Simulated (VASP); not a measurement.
Given:

```yaml
crystal:
  lattice:
    - [0.00000, 2.40751, 2.47991]
    - [2.50151, 0.00000, 2.47991]
    - [2.50151, 2.40751, 0.00000]
  atoms:
    - { symbol: Y, position: [0.00000, 0.00000, 0.00000] }
    - { symbol: N, position: [0.49472, 0.50528, 0.50528] }
```

Calculation: PBE GGA, VASP's PBE PAW potentials (set 64) (plane waves; VASP). Run with 520 eV cut-off, 7×7×7 Γ-centred mesh, Gaussian smearing of 0.050 eV, potentials Y_sv N.

Give the stress tensor in GPa (positive for a compressed cell).

```
-4.86   0.00   0.00
 0.00   3.66   0.00
 0.00   0.00  -3.31
```
The pressure is its mean diagonal, -1.50 GPa.

The compound is YN in the rock salt structure. The cell was not relaxed at this level, atoms are displaced from their ideal sites. The run is one of a series of settings (KPOINTS 7×7×7 Γ-centred mesh against the base run), some of them coarse on purpose.
